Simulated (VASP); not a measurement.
The system is ZnH.

```xyz
2
Lattice="0.0000 2.2159 2.2159 2.2159 0.0000 2.2159 2.2159 2.2159 0.0000" Properties=species:S:1:pos:R:3 pbc="T T T"
Zn    0.0000    0.0000    0.0000
H     1.1080    1.1080    1.1080
```

The cell was built by a generator and needn't be a form met in nature.

Base run:

| Quantity | Value |
| --- | --- |
| Program | VASP 6.6.1 |
| Functional | TPSS |
| Potentials or basis | VASP PAW PBE potentials, release 64 (Zn, H) |
| Cutoff | 520 eV |
| k mesh | 10 × 10 × 10 |
| Occupations | fermi-dirac, width 0.05 eV |
| Spin | no spin polarisation |

Its results: pressure -2.8 GPa.

Q: The run is repeated on the same cell with these changes: functional from TPSS to PW91. What comes out?

A: Pressure 0.4 GPa.

Caveats: the PAW data sets were made with another functional, which shifts forces and pressure a little.

Not every run made on this cell is shown here.
